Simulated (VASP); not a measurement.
An input for Ansatz (written as the equivalent of a VASP run, and not itself run):

Ansatz 0.2 input:
```yaml
crystal:
  lattice:
    - [2.9937560, 0.0000000, 0.0000000]
    - [0.0000000, 2.9937560, 0.0000000]
    - [0.0000000, 0.0000000, 2.9937560]
  atoms:
    - { symbol: Ru, position: [0.0000000, 0.0000000, 0.0000000] }
    - { symbol: Se, position: [0.5000000, 0.5000000, 0.5000000] }
kpoints:
  mp_grid: { grid: [5, 5, 5] }
hamiltonian:
  xc: pbe
  pseudopotentials: { kind: paw }
scf:
  occupations: { method: gaussian, width: 0.05 }
  max_iter: 100
output: { forces: true, stress: true, eigenvalues: true }
```

Write the VASP files for the same calculation (PBE).

One answer among several that fit: 
### INCAR
```
SYSTEM = RuSe
PREC = Accurate; ENCUT = 400; LREAL = F
LASPH = T
EDIFF = 1E-6; NELM = 100; ALGO = Normal
LMAXMIX = 4
ISMEAR = 0; SIGMA = 0.05
GGA = PE
ISIF = 2
LWAVE = F; LCHARG = F
```

File POSCAR:
```
RuSe
2.9937560
  1.0000000000   0.0000000000   0.0000000000
  0.0000000000   1.0000000000   0.0000000000
  0.0000000000   0.0000000000   1.0000000000
Ru Se
1 1
direct
  0.0000000000   0.0000000000   0.0000000000
  0.5000000000   0.5000000000   0.5000000000
```

KPOINTS:
```
Automatic mesh
0
Monkhorst-Pack
5 5 5
0 0 0
```

POTCAR, in this order: Ru_pv Se (PBE.64 set). Program: vasp_std.

The two are equivalent in intent, not identical: each code has its own PAW files, so the cut-off isn't converted (ENCUT is set for VASP's; basis.ecutwfc is left out, and Ansatz then takes the one that its files recommend); Ansatz stops its SCF on the density residual and VASP on the energy change (EDIFF).

The structure was generated: RuSe was put into the CsCl type (Pm-3m), which need not be its known phase. The cell was not relaxed at this level. The k-mesh is coarse (spacing up to 0.42 per Å, 2π included), so the numbers may not be converged in it. The run is one of a series of settings (KPOINTS 5×5×5 Monkhorst-Pack mesh against the base run), some of them coarse on purpose.
